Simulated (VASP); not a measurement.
Data:

```
Hf
1.0
    4.99221     0.00000     0.00000
    0.00000     3.15753     0.00000
    0.00000     0.00000    25.78536
Hf
8
Cartesian
  1.24805   1.57877   9.24668
  3.74416   0.00000   8.33517
  1.24805   0.00000  11.98117
  3.74416   1.57877  11.06968
  1.24805   1.57877  14.71568
  3.74416   0.00000  13.80419
  1.24805   0.00000  17.45019
  3.74416   1.57877  16.53868
```

Calculation: PBEsol GGA, VASP's PBE PAW potentials (set 64) (plane waves; VASP). Settings: PREC = Normal, EDIFF = 1E-5, 400 eV cut-off, 6×9×1 Γ-centred mesh, first-order Methfessel-Paxton smearing of 0.10 eV, potentials Hf_pv.

**Question.** The ions are relaxed. Predict the relaxed structure.

**Answer.** 
```
Hf
1.0
    4.99221     0.00000     0.00000
    0.00000     3.15753     0.00000
    0.00000     0.00000    25.78536
Hf
8
Direct
  0.25000   0.50000   0.36046
  0.75000   0.00000   0.32803
  0.25000   0.00000   0.46499
  0.75000   0.50000   0.42920
  0.25000   0.50000   0.57080
  0.75000   0.00000   0.53501
  0.25000   0.00000   0.67197
  0.75000   0.50000   0.63954
```

**Question.** How much energy does the relaxation gain?

**Answer.** The energy (σ→0) changes by -7.9 meV/atom, in 15 ionic steps.

The cell is a thin slab with vacuum, built from Hf (hcp): (100) face.
